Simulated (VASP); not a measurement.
Ir:

```
CELL_PARAMETERS angstrom
0.00000 1.92696 1.92696
1.92696 0.00000 1.92696
1.92696 1.92696 0.00000
ATOMIC_POSITIONS crystal
Ir 0.00000 0.00000 0.00000
```

| Property | Result |
| --- | --- |
| Program | VASP 6.6.1 |
| Task | relaxation of cell and atoms |
| Functional | PBEsol |
| Potentials or basis | VASP PAW PBE potentials, release 64 (Ir) |
| Cutoff | 480 eV |
| k mesh | 18 × 18 × 18 |
| Occupations | gaussian, width 0.1 eV |
| Spin | no spin polarisation |

At the start: pressure -6.0 GPa; volume 14.31 Å³/atom.

Problem. Where does the relaxation end?

Solution. Over 4 steps the energy falls by 4.4 meV/atom and the volume is 14.08 Å³/atom (-1.6 %); space group Fm-3m (No. 225, to 0.05 Å).

Step by step:
| step | energy change (eV) | largest force (eV/Å) | pressure (GPa) | volume (Å³) |
| --- | --- | --- | --- | --- |
| 1 | 0.0000 | 0.0000 | -6.01 | 14.31 |
| 2 | 0.0673 | 0.0000 | 28.64 | 13.23 |
| 3 | -0.0044 | 0.0000 | -0.17 | 14.09 |
| 4 | -0.0044 | 0.0000 | -0.01 | 14.08 |

Final structure:
```cif
data_structure
_symmetry_space_group_name_H-M 'P 1'
_symmetry_Int_Tables_number 1
_cell_length_a 2.7106
_cell_length_b 2.7106
_cell_length_c 2.7106
_cell_angle_alpha 60.000
_cell_angle_beta 60.000
_cell_angle_gamma 60.000
_cell_volume 14.08
loop_
_atom_site_label
_atom_site_type_symbol
_atom_site_fract_x
_atom_site_fract_y
_atom_site_fract_z
_atom_site_occupancy
Ir1 Ir 0.00000 0.00000 0.00000 1
```

Caveat: the PAW data sets were made with another functional, which shifts forces and pressure a little.
